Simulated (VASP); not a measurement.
Wanted: the native input for a VASP 6.6.1 run.

```
Task                   : single point
Functional             : PBE
Potentials or basis    : VASP PAW PBE potentials, release 64 (Ge_d, Cl)
Cutoff                 : 520 eV
k mesh                 : 8 × 8 × 2
Occupations            : fermi-dirac, width 0.05 eV
Spin                   : no spin polarisation
Further INCAR settings : ALGO = Normal; EDIFF = 1e-07; NBANDS = 37
```

The structure of GeCl2 lies in POSCAR:

```
GeCl2
1.0
    3.8819900000      0.0000000000      0.0000000000
   -1.9410000000      3.3619000000      0.0000000000
    0.0000000000      0.0000000000     13.2113800000
Ge Cl
2 4
Direct
    0.0000000000      0.0000000000      0.0000000000
    0.0000000000      0.0000000000      0.5000000000
    0.6666700000      0.3333300000      0.1128800000
    0.3333300000      0.6666700000      0.8871200000
    0.6666700000      0.3333300000      0.3871200000
    0.3333300000      0.6666700000      0.6128800000
```

The cell was built by a generator and needn't be a form met in nature.

These files were run (other wordings do the same):

INCAR

```
SYSTEM = GeCl2
PREC = Accurate ; ENCUT = 520
EDIFF = 1E-7 ; ISMEAR = -1
SIGMA = 0.05 ; LREAL = .FALSE.
LASPH = .TRUE. ; NELM = 100
ALGO = Normal ; ISIF = 2
LWAVE = .FALSE. ; LCHARG = .FALSE.
GGA = PE ; NBANDS = 37
```

KPOINTS

```
Automatic mesh
0
G
  8 8 2
  0 0 0
```

Potentials or basis: VASP PAW PBE potentials, release 64 (Ge_d, Cl).

Run with:

```bash
$ cat potpaw_PBE.64/Ge_d/POTCAR potpaw_PBE.64/Cl/POTCAR > POTCAR
$ mpirun -np 1 vasp_std > vasp.out
```

It gave:

| Property | Result |
| --- | --- |
| Pressure | 0.8 GPa |
| Largest force | 0.009 eV/Å |
| Band gap on the k mesh | 2.57 eV, indirect (least direct gap 2.88 eV) |

Caveat: this functional lacks dispersion, which binds the layers, so the pressure and a relaxed spacing across them are unreliable.

It took 3.6 min on 1 thread of Intel(R) Xeon(R) Platinum 8488C (Sapphire Rapids) (shared host), peak memory 0.39 GiB.
